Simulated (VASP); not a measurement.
Method: LDA (Ceperley-Alder, Perdew-Zunger), VASP's LDA PAW potentials (set 64) (plane waves; VASP).

VASP input:

**INCAR**
```
# general
SYSTEM  = Hf
PREC    = Accurate
ENCUT   = 400
LREAL   = .False.
LASPH   = .True.

# electronic loop
EDIFF   = 1E-7
NELM    = 100
ALGO    = Normal
LMAXMIX = 6

# smearing
ISMEAR  = -5

# ions
ISIF    = 2

# output
LWAVE   = .False.
LCHARG  = .True.
LORBIT  = 11
NEDOS   = 601
```

File KPOINTS:
```
Regular mesh
0
Gamma
  15 15 8
0 0 0
```

### POSCAR
```
Hf
1
    1.5612440425    -2.7041539690     0.0000000000
    1.5612440425     2.7041539690     0.0000000000
    0.0000000000     0.0000000000     4.9372616339
Hf
2
Direct
  0.3333330000   0.6666670000   0.2500000000
  0.6666670000   0.3333330000   0.7500000000
```

POTCAR, in this order: Hf_pv (LDA.64 set). Program: vasp_std.

What VASP printed:

OSZICAR:
```
       N       E                     dE             d eps       ncg     rms          rms(c)
DAV:   1     0.402464297396E+02    0.40246E+02   -0.10408E+04  3852   0.113E+03
DAV:   2    -0.204297099389E+02   -0.60676E+02   -0.59749E+02  4782   0.243E+02
DAV:   3    -0.220800499774E+02   -0.16503E+01   -0.16308E+01  5084   0.279E+01
DAV:   4    -0.220937109332E+02   -0.13661E-01   -0.13673E-01  4428   0.312E+00
DAV:   5    -0.220939075585E+02   -0.19663E-03   -0.19773E-03  5112   0.297E-01    0.683E+01
DAV:   6    -0.215814483385E+02    0.51246E+00   -0.44809E-01  3972   0.504E+00    0.401E+01
DAV:   7    -0.213978411111E+02    0.18361E+00   -0.71086E-01  4016   0.609E+00    0.199E+00
DAV:   8    -0.213897367855E+02    0.81043E-02   -0.44904E-02  4164   0.166E+00    0.312E-01
DAV:   9    -0.213898225024E+02   -0.85717E-04   -0.10005E-03  5220   0.245E-01    0.205E-01
DAV:  10    -0.213898231433E+02   -0.64093E-06   -0.48782E-05  4164   0.579E-02    0.303E-01
DAV:  11    -0.213898163797E+02    0.67636E-05   -0.82493E-06  4776   0.220E-02    0.152E-02
DAV:  12    -0.213898164672E+02   -0.87418E-07   -0.61020E-07  4680   0.617E-03
   1 F= -.21389816E+02 E0= -.21389816E+02  d E =0.000000E+00
```

OUTCAR:
```
------------------------ aborting loop because EDIFF is reached ----------------------------------------
  FORCE on cell =-STRESS in cart. coord.  units (eV):
  Direction    XX          YY          ZZ          XY          YZ          ZX
  --------------------------------------------------------------------------------------
  Total       -0.0584976     -0.0584976      0.0292277      0.0000000      0.0000000      0.0000000
  in kB       -2.2481766     -2.2481766      1.1232774      0.0000000      0.0000000      0.0000000
  external PRESSURE =      -1.1243586 kB  Pullay stress =       0.0000000 kB
  volume of cell :       41.69
      direct lattice vectors                 reciprocal lattice vectors
     1.561244043 -2.704153969  0.000000000     0.320257427 -0.184900714  0.000000000
     1.561244043  2.704153969  0.000000000     0.320257427  0.184900714  0.000000000
     0.000000000  0.000000000  4.937261634     0.000000000  0.000000000  0.202541424
 POSITION                                       TOTAL-FORCE (eV/Angst)
 -----------------------------------------------------------------------------------
      1.56124      0.90139      1.23432         0.000000      0.000000      0.000000
      1.56124     -0.90139      3.70295        -0.000000     -0.000000      0.000000
 -----------------------------------------------------------------------------------
    total drift:                               -0.000004      0.000177     -0.000015
  FREE ENERGIE OF THE ION-ELECTRON SYSTEM (eV)
  ---------------------------------------------------
  free  energy   TOTEN  =       -21.3898164672 eV

  energy  without entropy=      -21.3898164672  energy(sigma->0) =      -21.38981647

 total charge

# of ion       s       p       d       tot
------------------------------------------
    1        0.413   6.405   1.674   8.492
    2        0.413   6.405   1.674   8.492
--------------------------------------------------
tot          0.827  12.810   3.348  16.984
```
(Selected blocks of OUTCAR.)

**OUTCAR**
```
 val. band max:        5.3426353456   @ k =   0.0667   0.0000   0.2500

 cond. band min:       5.2649009896   @ k =   0.4000   0.2000   0.5000


 Fermi energy:         5.3300037967

 k-point     1 :       0.0000    0.0000    0.0000
  band No.  band energies     occupation
      1     -25.6135      2.00000
      2     -24.6558      2.00000
      3     -24.6558      2.00000
      4     -24.4937      2.00000
      5     -24.4924      2.00000
      6     -24.4924      2.00000
      7      -2.2478      2.00000
      8       1.3730      2.00000
      9       6.3791      0.00000
     10       6.4222      0.00000
     11       6.4222      0.00000
     12       6.7326      0.00000
     13       7.3170      0.00000
     14       7.3170      0.00000

 k-point     2 :       0.0667    0.0000    0.0000
  band No.  band energies     occupation
      1     -25.5987      2.00000
      2     -24.6882      2.00000
      3     -24.6667      2.00000
      4     -24.5267      2.00000
      5     -24.5006      2.00000
      6     -24.4966      2.00000
      7      -2.0999      2.00000
      8       1.5183      2.00000
      9       6.0287     -0.03210
     10       6.1413      0.00000
     11       6.5608      0.00000
     12       7.0351      0.00000
     13       7.1678      0.00000
     14       7.4487      0.00000

 k-point     3 :       0.1333    0.0000    0.0000
  band No.  band energies     occupation
      1     -25.5555      2.00000
      2     -24.7795      2.00000
      3     -24.6966      2.00000
      4     -24.6216      2.00000
      5     -24.5211      2.00000
      6     -24.5089      2.00000
      7      -1.6722      2.00000
      8       1.9223      2.00000
      9       5.4454      0.82660
     10       5.5344      0.33321
     11       6.7440      0.00000
     12       6.9718      0.00000
     13       7.4398      0.00000
     14       7.4984      0.00000

 k-point     4 :       0.2000    0.0000    0.0000
  band No.  band energies     occupation
...
```

For a metal the tetrahedron method with Blöchl corrections gives inexact stress and forces. Unless said otherwise, spin-orbit coupling is left out, though it shifts the bands of the heavy elements here.

The compound is Hf in the hcp structure. It was relaxed first, which changed the volume by -6 %.
